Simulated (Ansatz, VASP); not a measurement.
# Cs4Na16Li10I9Cl21: VASP beside Ansatz, part 3 of 3

Wanted: the spread between two codes on one cell, functional and k mesh. Of the first pair: The structure shown is frame 45 of Ansatz's trajectory.

VASP 6.6.1 and Ansatz 0.2.0.

So far. Step 6 (VASP: single point, revPBE, pair 2): The run ends at a pressure of 0.47 GPa, with forces up to 1.4 eV/Å.

## Step 7: Comparison

What differs besides the data sets and the points named for the pairs above, as far as they apply: the data sets hold 510 valence electrons in Ansatz (on its default PAW (the set named soft_2) files) and 388 in VASP. Total energies have different zeros and are not compared.

Forces on 9 of the 60 atoms, those with the largest forces and the largest differences (eV/Å; atoms numbered as in POSCAR):

```csv
atom,"Ansatz x, y, z","VASP x, y, z"
Li10,"0.091, 0.456, -0.786","0.091, 0.459, -0.786"
Na22,"0.887, -0.224, 0.487","0.897, -0.225, 0.488"
Cl31,"0.039, 0.097, -0.252","0.042, 0.104, -0.263"
Cl36,"-0.758, -0.610, 0.971","-0.754, -0.606, 0.970"
Cl37,"0.492, -0.793, 0.518","0.487, -0.805, 0.529"
Cl42,"-0.243, -0.213, 0.163","-0.235, -0.217, 0.174"
Cl43,"-0.858, -0.147, -0.447","-0.861, -0.145, -0.451"
Cl51,"0.823, 0.897, -0.714","0.820, 0.900, -0.716"
I58,"0.679, -0.203, 0.515","0.680, -0.204, 0.519"
```

The forces differ by 4.0 meV/Å r.m.s., which is 1.2 % of the r.m.s. force of 0.342 eV/Å (both taken over all components). VASP's last cycles still show a density residual of 3e-03, so its state may not be settled.

## Step 8: Ansatz: dynamics, revPBE

One frame of this run of dynamics is then solved in both programs, so the motion causes no difference.

The structure compared here is frame 134 of Ansatz's trajectory.

File input.yaml:

```yaml
crystal:
  lattice:
    - [12.9684, 0.0, 0.0]
    - [0.0, 12.9684, 0.0]
    - [0.0, 0.0, 12.9684]
  atoms:
    - { symbol: Li, position: [0.36603, 0.08431, 0.71147] }
    - { symbol: Li, position: [0.81256, 0.07986, 0.6222] }
    - { symbol: Li, position: [0.39127, 0.36453, 0.40753] }
    - { symbol: Li, position: [0.54148, 0.59568, 0.32238] }
    - { symbol: Li, position: [0.61217, 0.91806, 0.60693] }
    - { symbol: Li, position: [0.25694, 0.1182, 0.38326] }
    - { symbol: Li, position: [0.7446, 0.80279, 0.26766] }
    - { symbol: Li, position: [0.21255, 0.4266, 0.87687] }
    - { symbol: Li, position: [0.04532, 0.64017, 0.03949] }
    - { symbol: Li, position: [0.16043, 0.98961, 0.66275] }
    - { symbol: Na, position: [0.7693, 0.42437, 0.83572] }
    - { symbol: Na, position: [0.97391, 0.0171, 0.9015] }
    - { symbol: Na, position: [0.897, 0.04493, 0.28339] }
    - { symbol: Na, position: [0.71514, 0.53511, 0.55999] }
    - { symbol: Na, position: [0.76997, 0.54978, 0.12813] }
    - { symbol: Na, position: [0.18134, 0.66274, 0.74822] }
    - { symbol: Na, position: [0.85365, 0.75133, 0.76669] }
    - { symbol: Na, position: [0.45342, 0.30775, 0.06215] }
    - { symbol: Na, position: [0.49973, 0.64327, 0.81073] }
    - { symbol: Na, position: [0.003, 0.27192, 0.00825] }
    - { symbol: Na, position: [0.26639, 0.15806, 0.14204] }
    - { symbol: Na, position: [0.06931, 0.34733, 0.6175] }
    - { symbol: Na, position: [0.20042, 0.88789, 0.1051] }
    - { symbol: Na, position: [0.48227, 0.37744, 0.73085] }
    - { symbol: Na, position: [0.51463, 0.90522, 0.20315] }
    - { symbol: Na, position: [0.38551, 0.85642, 0.45393] }
    - { symbol: Cs, position: [0.65708, 0.05401, 0.9529] }
    - { symbol: Cs, position: [0.07109, 0.50802, 0.35247] }
    - { symbol: Cs, position: [0.40473, 0.59974, 0.0493] }
    - { symbol: Cs, position: [0.67436, 0.30866, 0.36055] }
    - { symbol: Cl, position: [0.26616, 0.35611, 0.04371] }
    - { symbol: Cl, position: [0.19612, 0.69278, 0.98016] }
    - { symbol: Cl, position: [0.58796, 0.4885, 0.94948] }
    - { symbol: Cl, position: [0.59941, 0.71254, 0.17512] }
    - { symbol: Cl, position: [0.02701, 0.59511, 0.59128] }
    - { symbol: Cl, position: [0.29987, 0.96854, 0.28608] }
    - { symbol: Cl, position: [0.47286, 0.16201, 0.86002] }
    - { symbol: Cl, position: [0.5043, 0.45772, 0.55096] }
    - { symbol: Cl, position: [0.33862, 0.0352, 0.53994] }
    - { symbol: Cl, position: [0.47749, 0.42675, 0.25136] }
    - { symbol: Cl, position: [0.74964, 0.92547, 0.74987] }
    - { symbol: Cl, position: [0.69663, 0.62397, 0.74387] }
    - { symbol: Cl, position: [0.84504, 0.17356, 0.83619] }
    - { symbol: Cl, position: [0.21823, 0.29894, 0.42238] }
    - { symbol: Cl, position: [0.06584, 0.85945, 0.78058] }
    - { symbol: Cl, position: [0.33777, 0.52526, 0.7825] }
    - { symbol: Cl, position: [0.08608, 0.07379, 0.08442] }
    - { symbol: Cl, position: [0.72348, 0.98124, 0.18323] }
    - { symbol: Cl, position: [0.73916, 0.56226, 0.3366] }
    - { symbol: Cl, position: [0.59345, 0.78352, 0.46065] }
    - { symbol: Cl, position: [0.49986, 0.12472, 0.12645] }
    - { symbol: I, position: [0.64465, 0.08849, 0.51872] }
    - { symbol: I, position: [0.98862, 0.49414, 0.91381] }
    - { symbol: I, position: [0.18744, 0.20093, 0.7366] }
    - { symbol: I, position: [0.92588, 0.76582, 0.15214] }
    - { symbol: I, position: [0.42022, 0.83924, 0.77976] }
    - { symbol: I, position: [0.89107, 0.28793, 0.21342] }
    - { symbol: I, position: [0.00956, 0.00833, 0.49444] }
    - { symbol: I, position: [0.81245, 0.33836, 0.58972] }
    - { symbol: I, position: [0.32517, 0.66958, 0.33228] }
kpoints:
  mp_grid: { grid: [1, 1, 1] }
hamiltonian:
  xc: revpbe
scf:
  occupations: { method: fixed }
output:
  forces: true
md:
  timestep: 1.0
  n_steps: 134
  ensemble: nvt_nose_hoover
  temperature: 600
  initial_velocities: maxwell_boltzmann
  seed: 3534
```

The run is started by

```console
$ ansatz run input.yaml --threads 4 --pin off --max-ram 8192MiB --backend cpu --events-out ev --progress --plain --runs-dir out
```

Numbers of over 12 decimals in the logs are rounded to 6 here.

Log:

```text
[...]
Crystal: 60 atoms, lattice volume = 2181.018 Å³
Basis set: ecut = 420 eV, 42691 PW (Γ), exchange–correlation on 180×180×180 points (8 copies of the dense FFT grid, shifted against one another)
Bands: 315, of which v1, the nominal top of the filled ones, is band 255 counted from 1 (254 counted from 0)
Symmetry: 1 space group operations
k-points: 1
[...]
atom   8  Li     0.13217855    -0.20948918    -1.19561438
[...]
atom  57  I     -0.19757543     0.01077729     0.19166710
  atom  58  I      0.15878753    -0.19974154     0.17903881
  atom  59  I      0.09112861    -0.35893525    -0.62255354
  atom  60  I     -0.13706013    -0.07214999     0.12452249
  max |Σ_I F_I| component: 3.43e-5 eV/Å
--- MD trajectory: 134 steps, t = 0.0 → 134.0 fs ---
[...]
conserved energy: peak-to-peak 6.608e-4 eV (1.101e-5 eV/atom) over 134.0 fs
[key lines of the parts left out:]
SCF converged after 6 iterations
Free energy (F): -139070.516150 eV
Fermi energy:    0.774483 eV
```

## Step 9: VASP: single point, revPBE, pair 3

The same cell, functional and mesh now go to VASP, with its own data sets.

File INCAR:

```
SYSTEM = Cs4Na16Li10I9Cl21
PREC = Accurate
ENCUT = 650
EDIFF = 1E-06
NELM = 120
ISMEAR = 0
SIGMA = 0.01
LREAL = Auto
ALGO = Normal
GGA = RE
NBANDS = 240
LORBIT = 11
LWAVE = .FALSE.
LCHARG = .FALSE.
ISIF = 2
LASPH = .TRUE.
GGA_COMPAT = .FALSE.
EFERMI = MIDGAP
NCORE = 2
```

File POSCAR:

```
Cs4Na16Li10I9Cl21
1.0
   12.9684000000      0.0000000000      0.0000000000
    0.0000000000     12.9684000000      0.0000000000
    0.0000000000      0.0000000000     12.9684000000
Li Na Cs Cl I
10 16 4 21 9
Direct
    0.4130347614      0.0406680855      0.7607723389
    0.7996206163      0.1234153789      0.7037182690
    0.3433885445      0.4456293760      0.3655963727
    0.5745273125      0.6404336695      0.2848539527
    0.6713087197      0.9063338577      0.5990793005
    0.1984130656      0.0803877117      0.4771829987
    0.7442938219      0.7978239413      0.2440162241
    0.2936214182      0.3206949200      0.9037892107
    0.0632229111      0.6915656519      0.9989127417
    0.1479288116      0.9542657537      0.6545603158
    0.8145106567      0.4093180346      0.7993044632
    0.0551648623      0.0401822893      0.8667915857
    0.8578930323      0.0963881435      0.3309429074
    0.6791971253      0.5767480954      0.5217143210
    0.7639107369      0.5640094383      0.1211483298
    0.1801532957      0.6408115111      0.7675272200
    0.8977823016      0.7101569970      0.6999167206
    0.4820409611      0.3418077789      0.0786989914
    0.5076493631      0.6050168101      0.7352410475
    0.0109651152      0.2553977360      0.0093535054
    0.2757472009      0.1695968662      0.1810092224
    0.0538771167      0.3752660313      0.6024104747
    0.1847567934      0.8767773974      0.1639523765
    0.4346796829      0.3567132414      0.6801455847
    0.5350775732      0.9989281638      0.2701566886
    0.3508374202      0.8569291509      0.4495234570
    0.6626800531      0.0473227229      0.9651383363
    0.0543783350      0.5009715925      0.3500354708
    0.3886061503      0.6073995250      0.0626445822
    0.6531569045      0.3127525369      0.3556336942
    0.2599472564      0.3401344807      0.0594599180
    0.2002174517      0.7895499830      0.9792572715
    0.6222895654      0.4344483514      0.9585299651
    0.6234693563      0.7237978471      0.1253431418
    0.0585577249      0.5818682336      0.6245489035
    0.3155208044      0.9937694704      0.2944619228
    0.4235372135      0.2024922118      0.8173251905
    0.5032926190      0.4617146294      0.5265183060
    0.3253986614      0.0077341846      0.5918771784
    0.4653928010      0.4484593319      0.2500616884
    0.7711359921      0.8911276642      0.7382714907
    0.7283473674      0.6015545480      0.7196801456
    0.8696600969      0.1693809568      0.8518784121
    0.2298356004      0.3014327134      0.4074056938
    0.0497285710      0.8309274853      0.7846457543
    0.3286912803      0.4848323617      0.8088121896
    0.1154035964      0.0609250177      0.0562598316
    0.7290028068      0.9592162487      0.2550198945
    0.7443940656      0.5889701120      0.3145415009
    0.5899262823      0.7632784306      0.4523302798
    0.4861432405      0.1525554425      0.1255744733
    0.6607908454      0.0813593042      0.5333657197
    0.9989512970      0.4803445298      0.9212007649
    0.1331158817      0.2022994356      0.7331205083
    0.9401468184      0.7499691558      0.1330773264
    0.4445575399      0.8534206224      0.8071234694
    0.9034807686      0.2916782332      0.2076586163
    0.0166481601      0.9940393572      0.4730498751
    0.8223682181      0.3575845902      0.5869652386
    0.2889022547      0.6720258474      0.3236636748
```

File KPOINTS:

```
Automatic mesh
0
Gamma
1 1 1
0 0 0
```

The projector-augmented-wave data sets are Li_sv, Na_pv, Cs_sv, Cl and I (PBE family, release 64).

The run is started by

```console
$ mpirun -np 8 vasp_gam
```

Log:

```text
[... set-up lines as in an earlier step ...]
 entering main loop
       N       E                     dE             d eps       ncg     rms          rms(c)
DAV:   2     0.668874358100E+03   -0.43312E+04   -0.41506E+04   576   0.419E+02
DAV:   3    -0.112023054443E+03   -0.78090E+03   -0.77322E+03   600   0.182E+02
DAV:   4    -0.178664000109E+03   -0.66641E+02   -0.66333E+02   616   0.537E+01
DAV:   5    -0.186838194653E+03   -0.81742E+01   -0.81428E+01   920   0.142E+01    0.141E+01
[...]
DAV:  18    -0.178180418347E+03   -0.24535E-06   -0.59414E-05   512   0.172E-02    0.332E-02
DAV:  19    -0.178180416212E+03    0.21350E-05   -0.11765E-05   600   0.655E-03    0.238E-02
DAV:  20    -0.178180416298E+03   -0.85915E-07   -0.46641E-06   456   0.324E-03
   1 F= -.17818042E+03 E0= -.17818042E+03  d E =0.000000E+00
```

Parts of OUTCAR (step 9):

```text
  Total        6.6911234      3.5974982     12.5923754     -2.2588049     -0.9369093     -2.0161896
  in kB        4.9153045      2.6427250      9.2503689     -1.6593199     -0.6882543     -1.4810945
  external PRESSURE =       5.6027995 kB  Pullay stress =       0.0000000 kB

 POSITION                                       TOTAL-FORCE (eV/Angst)
 -----------------------------------------------------------------------------------
      5.35640      0.52740      9.86600        -0.279256      0.122318     -0.350997
     10.36980      1.60050      9.12610        -0.012074     -0.307120     -0.450308
      4.45320      5.77910      4.74120        -0.122589     -0.123849      0.511307
      7.45070      8.30540      3.69410        -0.015070      0.136747      0.166471
      8.70580     11.75370      7.76910        -0.069499     -1.057422      0.218305
      2.57310      1.04250      6.18830         0.459765      0.458406     -0.193137
      9.65230     10.34650      3.16450         0.133658     -0.964513     -0.177730
      3.80780      4.15890     11.72070         0.139332     -0.211348     -1.220221
      0.81990      8.96850     12.95430        -0.001731     -0.206091     -0.448632
      1.91840     12.37530      8.48860        -0.154725     -0.146540      0.144355
     10.56290      5.30820     10.36570        -0.376420      0.238319      0.600271
      0.71540      0.52110     11.24090        -0.334242     -0.595989      0.170063
     11.12550      1.25000      4.29180         0.186080     -0.109017      0.102092
      8.80810      7.47950      6.76580         0.111731      0.086672     -0.056883
[...]
-----------------------------------------------------------------------------------
    total drift:                               -0.006146     -0.010967     -0.000545

  FREE ENERGIE OF THE ION-ELECTRON SYSTEM (eV)
  ---------------------------------------------------
  free  energy   TOTEN  =      -178.1804162978 eV

  energy  without entropy=     -178.1804162978  energy(sigma->0) =     -178.18041630

[... 2 parts as in an earlier step ...]

[... 1 further part left out ...]
[key lines of the parts left out:]
E-fermi :   0.9864
```

The run ends at a pressure of 0.56 GPa, with forces up to 1.2 eV/Å.

## Step 10: Comparison

What differs besides the data sets and the points named for the pairs above, as far as they apply: the data sets hold 510 valence electrons in Ansatz (on its default PAW (the set named soft_2) files) and 388 in VASP. Total energies have different zeros and are not compared.

Forces on 7 of the 60 atoms, those with the largest forces and the largest differences (eV/Å; atoms numbered as in POSCAR):

```csv
atom,"Ansatz x, y, z","VASP x, y, z"
Li5,"-0.068, -1.046, 0.220","-0.069, -1.057, 0.218"
Li7,"0.133, -0.939, -0.175","0.134, -0.965, -0.178"
Li8,"0.132, -0.209, -1.196","0.139, -0.211, -1.220"
Cl31,"-0.124, 0.183, 0.812","-0.128, 0.187, 0.835"
Cl45,"0.325, 0.446, -0.692","0.328, 0.444, -0.695"
Cl48,"0.048, 0.847, -0.150","0.049, 0.860, -0.152"
I52,"-0.140, 0.896, -0.276","-0.144, 0.905, -0.278"
```

The forces differ by 5.0 meV/Å r.m.s., which is 1.6 % of the r.m.s. force of 0.320 eV/Å (both taken over all components). VASP's last cycles still show a density residual of 2e-03, so its state may not be settled.

## Step 11: Summary of results

* r.m.s. force difference (single point, revPBE, pair 1): 2.1 % of the r.m.s. force
* r.m.s. force difference (single point, revPBE, pair 2): 1.2 % of the r.m.s. force
* r.m.s. force difference (single point, revPBE, pair 3): 1.6 % of the r.m.s. force

In words: The r.m.s. force difference is 2.1 % of the r.m.s. force (single point, revPBE, pair 1), within the 3 % picked in this series as the mark of a large difference. The data sets hold unlike numbers of valence electrons (510 in Ansatz and 388 in VASP), so part of the differences comes from the potentials. How closely two codes agree says nothing of how well the functional describes the real material.

[Lines on the potential files, build, host, timing and source positions are cut from VASP's logs without a mark.]

[Logs are printed without paths, hosts, clocks, repeated set-up lines and the standing remarks that a program may print on its own settings, such as how far it seeks lower states.]

[Hosts, paths, dates, database ids (printed as entryN), source tags and the programs' standing remarks are cut or masked in the printed files.]
